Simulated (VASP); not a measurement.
Consider the following.

```xyz
2
Lattice="3.2815 0.0000 0.0000 0.0000 3.2815 0.0000 0.0000 0.0000 3.2815" Properties=species:S:1:pos:R:3 pbc="T T T"
In     1.6408     1.6408     1.6408
Pd     0.0000     0.0000     0.0000
```

These are PBE GGA, VASP's PBE PAW potentials (set 64) (plane waves; VASP) values and carry that method's errors. Settings: 300 eV cut-off, 13×13×13 Γ-centred mesh, Fermi-Dirac smearing of 0.14 eV, potentials In_d Pd.

At this cut-off the stress carries a Pulay error, which pulls relaxed volumes low.

Problem. Give the stress tensor in GPa (positive for a compressed cell).

Solution. 
```
2.39  0.00  0.00
0.00  2.39  0.00
0.00  0.00  2.39
```
The pressure is its mean diagonal, 2.39 GPa.

The structure is a typed PdIn crystal. The cell was not relaxed at this level. The electron count is odd and the run is not spin-polarised, which forces a metal.
